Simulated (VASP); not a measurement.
Runs of VASP 6.6.1 on Ni. It takes space group Fm-3m (No. 225, cubic). Conventional cell: a = 3.524 Å, b = 3.524 Å, c = 3.524 Å, α = 90.00°, β = 90.00°, γ = 90.00°. Ni (site symmetry m-3m) has 12 Ni at 2.49 Å as nearest neighbours. 

```csv
level,potentials or basis,gap on the mesh (eV),pressure (GPa),moment (μB),relaxed volume (Å³/atom)
PBE+D3(BJ),"VASP PAW PBE potentials, release 64 (Ni)",none,0.0,0.61,10.50
LDA,"VASP PAW LDA potentials, release 64 (Ni)",none,-0.1,0.60,(c)
r2SCAN+rVV10,"VASP PAW PBE potentials, release 64 (Ni)",none,-0.1,(a),10.45
PBE,"VASP PAW PBE potentials, release 64 (Ni)",none,0.1,0.62,(b)
PBEsol,"VASP PAW PBE potentials, release 64 (Ni)",none,-0.1,0.61,10.37
```

Alike in all rows: task relaxation of cell and atoms; spin collinear, ferromagnetic start; cell relaxed; k mesh 18 × 18 × 18; cutoff (eV) 600; smearing methfessel-paxton 0.1 eV.

Task: Fill in the values left out.

Result: (a) 0.74; (b) 10.87; (c) 10.02.

Caveats: pairwise dispersion overbinds metals, which lowers pressure and volume (some runs); the PAW data sets were made with another functional, which shifts forces and pressure a little (some runs).

A k mesh can miss the band edges.

A gap of «none» marks a metal or a gap under the smearing width.

Not every run made on this cell is shown here.
